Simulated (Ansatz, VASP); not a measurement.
BaZn2B2 in VASP and in Ansatz

```
CELL_PARAMETERS angstrom
4.14936 0.00000 0.00000
0.00000 4.14936 0.00000
0.00000 0.00000 10.02393
ATOMIC_POSITIONS crystal
B 0.00000 0.50000 0.86600
B 0.50000 0.00000 0.13400
B 0.00000 0.00000 0.50000
B 0.50000 0.50000 0.50000
Zn 0.00000 0.50000 0.61400
Zn 0.50000 0.00000 0.38600
Zn 0.00000 0.00000 0.00000
Zn 0.50000 0.50000 0.00000
Ba 0.00000 0.50000 0.24800
Ba 0.50000 0.00000 0.75200
```

The cell was built by a generator and needn't be a form met in nature.

Alike in both runs: task single point; functional PBE; k mesh 4 × 4 × 2; no spin polarisation.

```csv
,VASP,Ansatz
version,VASP 6.6.1,Ansatz 0.2.0
potentials or method,"VASP PAW PBE potentials, release 64 (B, Zn, Ba_sv)",PAW plane waves
plane-wave cutoff (eV),520,420
occupations,"methfessel-paxton of order 1, width 0.2569 eV","cold, width 0.2569 eV"
valence electrons in the cell,80,80
```

```tsv
	VASP	Ansatz	Ansatz less VASP
gap on the k mesh at the Fermi level (eV)	none	none	-
pressure (GPa)	-2.8	-3.7	-0.89
largest component of the traceless stress (GPa)	0.91	0.87	-0.035
rms of the force components (eV/Å)	0.304	0.290	-0.0135
```

A gap of «none» marks a metal or a gap that the smearing closes.

Caveats: the k mesh is coarse (spacing up to 0.38 Å⁻¹), so the values aren't converged. Spin-orbit coupling is left out, which matters for the levels of Ba.
